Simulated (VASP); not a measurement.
# CoSi: cell size against the level of theory

Aim: relax CoSi at several levels and hold each cell against experiment. The levels: LDA, PBEsol, PBE, r2SCAN, PBE + D3(BJ), r2SCAN + rVV10, r2SCAN + D4 and BLYP + D3(BJ). The start is a cell from a database of measured crystal structures.

Calculated with VASP 6.6.1; LDA, spin-polarised from a ferromagnetic start; plane waves and PAW (Co, Si), in the first sound run; inputs show where later runs differ.

Experimental background.

For CoSi, B20 cubic (arc-melted polycrystalline ingot, 300 K), “Experimental and computational approaches to study the high temperature thermoelectric properties of novel topological semimetal CoSi” (2021, arxiv:2111.02189) gives, by powder XRD, Rietveld refinement: lattice constant a (cubic a) 4.445 Å.

Most raw output is cut from this account.

The database entry behind the starting cell differs from later determinations by our own check (0.1 to 0.3 % short, probably kX units), so it need not match the best structure at ambient conditions.

**1. Starting point**

Before any relaxation, the start is as follows. The structure is cubic, space group P2_13 (No. 198). The conventional cell has a = 4.438 Å, b = 4.438 Å, c = 4.438 Å, α = 90.00°, β = 90.00°, γ = 90.00°. Nearest to Co lie 7 Si at 2.28 to 2.47 Å. Nearest to Si lie 7 Co at 2.28 to 2.47 Å. Farther neighbours are not listed.

As a file:

```xyz
8
Lattice="4.4380 0.0000 0.0000 0.0000 4.4380 0.0000 0.0000 0.0000 4.4380" Properties=species:S:1:pos:R:3 pbc="T T T"
Co    0.6213    0.6213    0.6213
Co    1.5977    3.8167    2.8403
Co    2.8403    1.5977    3.8167
Co    3.8167    2.8403    1.5977
Si    3.7412    3.7412    3.7412
Si    2.9158    0.6968    1.5222
Si    1.5222    2.9158    0.6968
Si    0.6968    1.5222    2.9158
```

**2. Relaxation with LDA**

The start need not lie at this functional's minimum. ISIF = 3 frees volume, shape and positions, and EDIFFG sets the threshold on forces and stress at which the search stops. LDA, the lowest rung, knows the local density alone.

The input, INCAR:

```
SYSTEM = CoSi
PREC = Accurate
ENCUT = 520
EDIFF = 1E-06
NELM = 100
ISMEAR = -1
SIGMA = 0.05
LREAL = .FALSE.
ALGO = Normal
GGA = CA
NBANDS = 43
ISPIN = 2
MAGMOM = 2 2 2 2 0 0 0 0
LASPH = .TRUE.
LMAXMIX = 4
LORBIT = 11
LWAVE = .FALSE.
LCHARG = .FALSE.
KPAR = 8
IBRION = 2
NSW = 60
ISIF = 3
EDIFFG = -0.01
```

The input, POSCAR:

```
CoSi
1.0
    4.4380000000      0.0000000000      0.0000000000
    0.0000000000      4.4380000000      0.0000000000
    0.0000000000      0.0000000000      4.4380000000
Co Si
4 4
Direct
    0.1400000000      0.1400000000      0.1400000000
    0.3600000000      0.8600000000      0.6400000000
    0.6400000000      0.3600000000      0.8600000000
    0.8600000000      0.6400000000      0.3600000000
    0.8430000000      0.8430000000      0.8430000000
    0.6570000000      0.1570000000      0.3430000000
    0.3430000000      0.6570000000      0.1570000000
    0.1570000000      0.3430000000      0.6570000000
```

The input, KPOINTS:

```
Automatic mesh
0
Gamma
6 6 6
0 0 0
```

Potentials, in the order of the species: Co and Si (PBE family, release 64).

Launch:

```sh
$ mpirun -np 8 vasp_std
```

It took 2.2 min on 8 MPI ranks of Intel Xeon Platinum 8488C (Sapphire Rapids), shared host; peak memory 2.7 GiB; 16 min of CPU time.

The moments of the start collapse, so the state is non-magnetic; other starts or orders were not tried. The PAW data sets were made with PBE, though LDA sets exist; this is a small mismatch. The run keeps the 12 symmetry operations of its start, so it cannot find a distortion of lower symmetry.

Step by step:

```tsv
step	energy less that of the first step (eV)	largest force (eV/Å)	pressure (GPa)	volume (Å³)
1	0.0000	0.1770	-11.20	87.41
2	0.1183	0.5439	18.72	78.10
3	-0.1571	0.3320	0.00	83.23
4	-0.1572	0.3351	0.24	83.15
5	-0.1731	0.2135	0.20	83.03
6	-0.1832	0.0676	0.33	82.82
7	-0.1832	0.0663	0.31	82.83
8	-0.1835	0.0071	-0.56	83.11
9	-0.1837	0.0284	-0.20	83.00
10	-0.1839	0.0035	0.14	82.89
```

```tsv
conventional cell, symmetrised	before	after	change
a (Å)	4.438	4.360	-1.8 %
b (Å)	4.438	4.360	-1.8 %
c (Å)	4.438	4.360	-1.8 %
volume (Å³/atom)	10.93	10.36	-5.2 %
```

The atoms that moved most (Å, as changes of fractional coordinates times the final cell):

```tsv
atom	dx	dy	dz	length
Co1	0.025	0.025	0.025	0.043
Co3	0.025	-0.025	-0.025	0.043
Co4	-0.025	0.025	-0.025	0.043
Co2	-0.025	-0.025	0.025	0.043
```

Final coordinates:

```
Co Si
1.0
     4.36017    0.00000    0.00000
     0.00000    4.36017    0.00000
     0.00000    0.00000    4.36017
Co Si
4 4
Direct
  0.14569 0.14569 0.14569
  0.35431 0.85431 0.64569
  0.64569 0.35431 0.85431
  0.85431 0.64569 0.35431
  0.84310 0.84310 0.84310
  0.65690 0.15690 0.34310
  0.34310 0.65690 0.15690
  0.15690 0.34310 0.65690
```

This step gave:

```yaml
electrons: 52
bands: 43
irreducible_k_points: 24
symmetry_operations: 12
free_energy_toten: -62.4642 eV
energy_at_zero_smearing: -62.4579 eV
fermi_energy: 12.61 eV
pressure: 0.1440 GPa
metallic: yes
scf_cycles_over_all_ionic_steps: 80
```

The spin moment in the PAW sphere vanishes on all atoms.

It ends with a largest force of 0.003 eV/Å and a pressure of 0.14 GPa. The volume lies -5.2 % from that of the database's start, which holds the thermal and zero-point expansion of its experiment. LDA is known to overbind. The conventional cell has a = 4.360 Å.

**3. Relaxation with PBEsol**

This step: PBEsol, spin-polarised from a ferromagnetic start; plane waves and PAW (Co, Si) (VASP 6.6.1).

PBEsol restores the gradient expansion of exchange and is tuned for the cells of solids.

INCAR, as its differences from that of step 2:

```diff
@@ -9,3 +9,3 @@
 ALGO = Normal
-GGA = CA
+GGA = PS
 NBANDS = 43
```

POSCAR is that of step 2.

KPOINTS is that of step 2.

Launch:

```sh
$ mpirun -np 8 vasp_std
```

Elapsed: 2.6 min, on 8 MPI ranks; peak memory 3 GiB; 18 min of CPU time.

The PAW data sets were made with PBE, which is usual practice but a small mismatch for other functionals.

The steps of the relaxation:

```tsv
step	energy less that of the first step (eV)	largest force (eV/Å)	pressure (GPa)	volume (Å³)
1	0.0000	0.2419	-6.96	87.41
2	0.0209	0.3998	10.04	81.55
3	-0.0665	0.3196	0.31	84.60
4	-0.0813	0.2014	0.23	84.51
5	-0.0908	0.0496	0.23	84.35
6	-0.0908	0.0491	0.22	84.36
7	-0.0910	0.0051	-0.44	84.57
8	-0.0911	0.0215	-0.16	84.49
9	-0.0912	0.0034	0.11	84.40
```

```tsv
conventional cell, symmetrised	before	after	change
a (Å)	4.438	4.386	-1.2 %
b (Å)	4.438	4.386	-1.2 %
c (Å)	4.438	4.386	-1.2 %
volume (Å³/atom)	10.93	10.55	-3.4 %
```

The atoms that moved most (Å, as changes of fractional coordinates times the final cell):

```tsv
atom	dx	dy	dz	length
Co1	0.025	0.025	0.025	0.043
Co2	-0.025	-0.025	0.025	0.043
Co3	0.025	-0.025	-0.025	0.043
Co4	-0.025	0.025	-0.025	0.043
```

Final coordinates:

```cif
data_structure
_symmetry_space_group_name_H-M 'P 1'
_symmetry_Int_Tables_number 1
_cell_length_a 4.3864
_cell_length_b 4.3864
_cell_length_c 4.3864
_cell_angle_alpha 90.000
_cell_angle_beta 90.000
_cell_angle_gamma 90.000
_cell_volume 84.40
loop_
_atom_site_label
_atom_site_type_symbol
_atom_site_fract_x
_atom_site_fract_y
_atom_site_fract_z
_atom_site_occupancy
Co1 Co 0.14571 0.14571 0.14571 1
Co2 Co 0.35429 0.85429 0.64571 1
Co3 Co 0.64571 0.35429 0.85429 1
Co4 Co 0.85429 0.64571 0.35429 1
Si5 Si 0.84336 0.84336 0.84336 1
Si6 Si 0.65664 0.15664 0.34336 1
Si7 Si 0.34336 0.65664 0.15664 1
Si8 Si 0.15664 0.34336 0.65664 1
```

This step gave:

* free energy (TOTEN): -59.8300 eV
* energy at zero smearing: -59.8235 eV
* Fermi energy: 12.50 eV
* pressure: 0.1130 GPa
* SCF cycles over all ionic steps: 72

It ends at 10.55 Å³/atom, -3.4 % from the start, with 0.11 GPa left. The conventional cell has a = 4.386 Å.

**4. Relaxation with PBE**

This step: PBE, spin-polarised from a ferromagnetic start; plane waves and PAW (Co, Si) (VASP 6.6.1).

PBE, the usual starting point, adds the gradient of the density.

INCAR, as its differences from that of step 3:

```diff
@@ -9,3 +9,3 @@
 ALGO = Normal
-GGA = PS
+GGA = PE
 NBANDS = 43
```

POSCAR is that of step 3.

KPOINTS is that of step 3.

Launch:

```sh
$ mpirun -np 8 vasp_std
```

It took 1.9 min on 8 MPI ranks; peak memory 3 GiB.

Step by step:

```tsv
step	energy less that of the first step (eV)	largest force (eV/Å)	pressure (GPa)	volume (Å³)
1	0.0000	0.2703	-0.33	87.41
2	-0.0122	0.1840	0.04	87.13
3	-0.0198	0.0880	0.87	86.65
4	-0.0187	0.0569	-1.49	87.48
5	-0.0213	0.0568	-0.13	87.01
6	-0.0219	0.0095	0.06	86.93
```

```tsv
conventional cell, symmetrised	before	after	change
a (Å)	4.438	4.430	-0.2 %
b (Å)	4.438	4.430	-0.2 %
c (Å)	4.438	4.430	-0.2 %
volume (Å³/atom)	10.93	10.87	-0.5 %
```

The atoms that moved most (Å, as changes of fractional coordinates times the final cell):

```tsv
atom	dx	dy	dz	length
Co1	0.023	0.023	0.023	0.039
Co2	-0.023	-0.023	0.023	0.039
Co3	0.023	-0.023	-0.023	0.039
Co4	-0.023	0.023	-0.023	0.039
```

Final coordinates:

```xyz
8
Lattice="4.4299 0.0000 0.0000 0.0000 4.4299 0.0000 0.0000 0.0000 4.4299" Properties=species:S:1:pos:R:3 pbc="T T T"
Co    0.6430    0.6430    0.6430
Co    1.5720    3.7869    2.8579
Co    2.8579    1.5720    3.7869
Co    3.7869    2.8579    1.5720
Si    3.7349    3.7349    3.7349
Si    2.9099    0.6950    1.5200
Si    1.5200    2.9099    0.6950
Si    0.6950    1.5200    2.9099
```

It ends at 10.87 Å³/atom, -0.5 % from the start, with 0.06 GPa left. The conventional cell has a = 4.430 Å.

**5. Relaxation with r2SCAN**

This step: r2SCAN, spin-polarised from a ferromagnetic start; plane waves and PAW (Co, Si) (VASP 6.6.1).

r2SCAN adds the kinetic-energy density, costs more than a GGA and is run with LASPH.

INCAR, as its differences from that of step 4:

```diff
@@ -9,3 +9,4 @@
 ALGO = Normal
-GGA = PE
+METAGGA = R2SCAN
+LASPH = .TRUE.
 NBANDS = 43
@@ -13,3 +14,2 @@
 MAGMOM = 2 2 2 2 0 0 0 0
-LASPH = .TRUE.
 LMAXMIX = 4
```

POSCAR is that of step 4.

KPOINTS is that of step 4.

Launch:

```sh
$ mpirun -np 8 vasp_std
```

Wall time 8.3 min (8 MPI ranks); peak memory 3.1 GiB; 59 min of CPU time.

Relaxation path:

```tsv
step	energy less that of the first step (eV)	largest force (eV/Å)	pressure (GPa)	volume (Å³)
1	0.0000	0.2386	-7.54	87.41
2	0.0360	0.4352	11.47	81.07
3	-0.0747	0.3319	0.24	84.46
4	-0.0747	0.3334	0.49	84.40
5	-0.0910	0.2059	0.43	84.28
6	-0.1004	0.0358	0.48	84.08
7	-0.1005	0.0366	0.43	84.09
8	-0.1003	0.0055	-0.74	84.49
9	-0.1008	0.0195	-0.11	84.27
10	-0.1008	0.0209	-0.12	84.26
11	-0.1007	0.0287	0.22	84.17
12	-0.1008	0.0220	0.01	84.24
13	-0.1008	0.0213	0.04	84.25
14	-0.1008	0.0087	-0.05	84.24
```

```tsv
conventional cell, symmetrised	before	after	change
a (Å)	4.438	4.384	-1.2 %
b (Å)	4.438	4.384	-1.2 %
c (Å)	4.438	4.384	-1.2 %
volume (Å³/atom)	10.93	10.53	-3.6 %
```

The atoms that moved most (Å, as changes of fractional coordinates times the final cell):

```tsv
atom	dx	dy	dz	length
Co1	0.025	0.025	0.025	0.043
Co2	-0.025	-0.025	0.025	0.043
Co3	0.025	-0.025	-0.025	0.043
Co4	-0.025	0.025	-0.025	0.043
```

Final coordinates:

```
Co Si
1.0
     4.38374    0.00000    0.00000
     0.00000    4.38374    0.00000
     0.00000    0.00000    4.38374
Co Si
4 4
Direct
  0.14571 0.14571 0.14571
  0.35429 0.85429 0.64571
  0.64571 0.35429 0.85429
  0.85429 0.64571 0.35429
  0.84356 0.84356 0.84356
  0.65644 0.15644 0.34356
  0.34356 0.65644 0.15644
  0.15644 0.34356 0.65644
```

It ends at 10.53 Å³/atom, -3.6 % from the start, with -0.05 GPa left. The conventional cell has a = 4.384 Å.

**6. Relaxation with PBE + D3(BJ)**

This step: PBE with D3(BJ), spin-polarised from a ferromagnetic start; plane waves and PAW (Co, Si) (VASP 6.6.1).

A dispersion term adds the long-range attraction that semilocal functionals lack. D3 with Becke-Johnson damping keeps a finite attraction at short range.

INCAR, as its differences from that of step 5:

```diff
@@ -9,4 +9,4 @@
 ALGO = Normal
-METAGGA = R2SCAN
-LASPH = .TRUE.
+GGA = PE
+IVDW = 12
 NBANDS = 43
@@ -14,2 +14,3 @@
 MAGMOM = 2 2 2 2 0 0 0 0
+LASPH = .TRUE.
 LMAXMIX = 4
```

POSCAR is that of step 5.

KPOINTS is that of step 5.

Launch:

```sh
$ mpirun -np 8 vasp_std
```

Wall time 2.5 min (8 MPI ranks); peak memory 3.1 GiB; 17 min of CPU time.

Dispersion corrections of this kind ignore metallic screening and tend to overbind metals.

It ends at 10.51 Å³/atom, -3.8 % from the start, with -0.12 GPa left. The conventional cell has a = 4.381 Å. Against plain PBE, the dispersion term moves a by -1.1 %.

**7. Relaxation with r2SCAN + rVV10**

This step: r2SCAN with rVV10, spin-polarised from a ferromagnetic start; plane waves and PAW (Co, Si) (VASP 6.6.1).

LUSE_VDW switches on a nonlocal correlation term for dispersion.

INCAR, as its differences from that of step 6:

```diff
@@ -9,4 +9,8 @@
 ALGO = Normal
-GGA = PE
-IVDW = 12
+METAGGA = R2SCAN
+LUSE_VDW = .TRUE.
+IVDW_NL = 2
+BPARAM = 11.95
+CPARAM = 0.0093
+LASPH = .TRUE.
 NBANDS = 43
@@ -14,3 +18,2 @@
 MAGMOM = 2 2 2 2 0 0 0 0
-LASPH = .TRUE.
 LMAXMIX = 4
```

POSCAR is that of step 6.

KPOINTS is that of step 6.

Launch:

```sh
$ mpirun -np 8 vasp_std
```

It took 12 min on 8 MPI ranks; peak memory 4.5 GiB.

It ends at 10.48 Å³/atom, -4.1 % from the start, with -0.13 GPa left. The conventional cell has a = 4.377 Å. Against plain r2SCAN, the dispersion term moves a by -0.2 %.

**8. Relaxation with r2SCAN + D4**

This step: r2SCAN with D4, spin-polarised from a ferromagnetic start; plane waves and PAW (Co, Si) (VASP 6.6.1).

D4 lets the coefficients depend on atomic charges too.

INCAR, as its differences from that of step 7:

```diff
@@ -10,6 +10,7 @@
 METAGGA = R2SCAN
-LUSE_VDW = .TRUE.
-IVDW_NL = 2
-BPARAM = 11.95
-CPARAM = 0.0093
+IVDW = 13
+VDW_S6 = 1
+VDW_S8 = 0.6018749
+VDW_A1 = 0.51559235
+VDW_A2 = 5.77342911
 LASPH = .TRUE.
```

POSCAR is that of step 7.

KPOINTS is that of step 7.

Launch:

```sh
$ mpirun -np 8 vasp_std
```

Wall time 6.5 min (8 MPI ranks); peak memory 3.1 GiB.

It ends at 10.43 Å³/atom, -4.5 % from the start, with -0.11 GPa left. The conventional cell has a = 4.370 Å. Against plain r2SCAN, the dispersion term moves a by -0.3 %.

**9. Relaxation with BLYP + D3(BJ)**

This step: BLYP with D3(BJ), spin-polarised from a ferromagnetic start; plane waves and PAW (Co, Si) (VASP 6.6.1).

BLYP comes from molecular chemistry and underbinds dense solids.

The input, INCAR:

```
SYSTEM = CoSi
PREC = Accurate
ENCUT = 520
EDIFF = 1E-06
NELM = 100
ISMEAR = -1
SIGMA = 0.05
LREAL = .FALSE.
ALGO = Normal
GGA = B5
ALDAX = 1
AGGAX = 1
AGGAC = 1
ALDAC = 0
IVDW = 12
VDW_S6 = 1
VDW_S8 = 2.6996
VDW_A1 = 0.4298
VDW_A2 = 4.2359
NBANDS = 43
ISPIN = 2
MAGMOM = 2 2 2 2 0 0 0 0
LASPH = .TRUE.
LMAXMIX = 4
LORBIT = 11
LWAVE = .FALSE.
LCHARG = .FALSE.
KPAR = 8
IBRION = 2
NSW = 60
ISIF = 3
EDIFFG = -0.01
```

POSCAR is that of step 8.

KPOINTS is that of step 8.

Launch:

```sh
$ mpirun -np 8 vasp_std
```

Run time: 4 min. Hardware: 8 MPI ranks; peak memory 3.1 GiB; 30 min of CPU time.

It ends at 10.52 Å³/atom, -3.7 % from the start, with 0.03 GPa left. The conventional cell has a = 4.382 Å.

**10. The cells as a table**

This step: relaxed cells at several levels; plane waves and PAW (VASP 6.6.1).

Derived from the runs above.

Lengths are those of the conventional cell; cost is the wall time of each run, as given at its step, times its ranks, without the set-up around it. Results by level, by row:

```tsv
level	volume (Å³/atom)	change from the start (%)	a (Å)	largest site moment (μB)	cost (core minutes)
LDA	10.36	-5.2	4.36	0	17.9
PBEsol	10.55	-3.4	4.386	0	20.5
PBE	10.87	-0.5	4.43	0	15.1
r2SCAN	10.53	-3.6	4.384	0	66.5
PBE + D3(BJ)	10.51	-3.8	4.381	0	19.6
r2SCAN + rVV10	10.48	-4.1	4.377	0	98
r2SCAN + D4	10.43	-4.5	4.37	0	52.1
BLYP + D3(BJ)	10.52	-3.7	4.382	0	31.7
```

**11. Summary of results**

```json
{
  "volume, LDA": "10.36 Å³/atom",
  "volume, PBEsol": "10.55 Å³/atom",
  "volume, PBE": "10.87 Å³/atom",
  "volume, r2SCAN": "10.53 Å³/atom",
  "volume, PBE + D3(BJ)": "10.51 Å³/atom",
  "volume, r2SCAN + rVV10": "10.48 Å³/atom",
  "volume, r2SCAN + D4": "10.43 Å³/atom",
  "volume, BLYP + D3(BJ)": "10.52 Å³/atom"
}
```

For CoSi the levels give volumes between 10.36 Å³/atom (LDA) and 10.87 Å³/atom (PBE), a spread of 4.9 %, while the cost of the finished runs spans a factor of 6.5. Within 1 % of experiment on every length: PBE. The nearest, PBE, is among the cheap ones. Thermal and zero-point expansion, often some tenths of a per cent in length, bear on this order: with the measured lengths lowered by an assumed 0.4 % the nearest is still PBE. The costs hold the number of ionic steps as well as the price of the functional. The closing table has room for seven levels; BLYP + D3(BJ) stands in the table of levels alone. All runs lost the moments they were started with, so they describe a non-magnetic state; an order that doesn't fit this cell would change the volume. Adding D3(BJ) to PBE changes the volume by -3.3 % (a by -1.1 %). Adding rVV10 to r2SCAN changes the volume by -0.5 % (a by -0.2 %). Adding D4 to r2SCAN changes the volume by -0.9 % (a by -0.3 %). Pairwise corrections of the D and TS kind ignore the screening in a metal, so they may overbind here. Within 0.02 Å all end in space group P2_13; the runs can't lower the symmetry of the start. Only the typed magnetic starts were tried, so the magnetic ground state may differ and with it the other results. Each is a single relaxation on the plane waves of the start cell, so larger changes of volume carry a basis-set error that was not tested here.

Computed beside measured:

| quantity | measured | LDA | PBEsol | PBE | r2SCAN | PBE + D3(BJ) | r2SCAN + rVV10 | r2SCAN + D4 |
| --- | --- | --- | --- | --- | --- | --- | --- | --- |
| lattice constant a (Å) | 4.445 | 4.360 (-1.9 %) | 4.386 (-1.3 %) | 4.430 (-0.3 %) | 4.384 (-1.4 %) | 4.381 (-1.4 %) | 4.377 (-1.5 %) | 4.370 (-1.7 %) |

Measured values from arxiv:2111.02189 (2021).

**Verdict.** For the lattice constant a, of the levels listed nearest comes PBE (-0.3 %) and farthest LDA (-1.9 %). The magnetic state of these runs (no moments) need not be that of the sample, so the match is not graded. For lattice constants the calculation has a static lattice, without zero-point motion or thermal expansion (measured at up to 300 K).

[Lines on the potential files, build, host, timing and source positions are cut from VASP's logs without a mark.]

[Logs are printed without paths, hosts, clocks, repeated set-up lines and the standing remarks that a program may print on its own settings, such as how far it seeks lower states.]

[Hosts, paths, dates, database ids (printed as entryN), source tags and the programs' standing remarks are cut or masked in the printed files.]

[A measured line is paired with the nearest computed mode of its activity, which favours agreement.]
